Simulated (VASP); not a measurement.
Given:

```yaml
crystal:
  lattice:
    - [0.00000, 3.17184, 3.17184]
    - [3.17184, 0.00000, 3.17184]
    - [3.17184, 3.17184, 0.00000]
  atoms:
    - { symbol: Sn, position: [0.00000, 0.00000, 0.00000] }
    - { symbol: Te, position: [0.50000, 0.50000, 0.50000] }
```

Method: SCAN meta-GGA, VASP's PBE PAW potentials (set 64) (plane waves; VASP). Run with 520 eV cut-off, 7×7×7 Γ-centred mesh, Gaussian smearing of 0.050 eV, potentials Sn_d Te.

**Question.** Estimate the energy per atom (σ→0).

**Answer.** 
```json
{
  "energy per atom (σ→0)": "-36.779 eV/atom"
}
```

The absolute energy has meaning only against runs of the same code, potentials and settings.

The compound is SnTe in the rock salt structure, which distorts at low temperature. It was relaxed first.
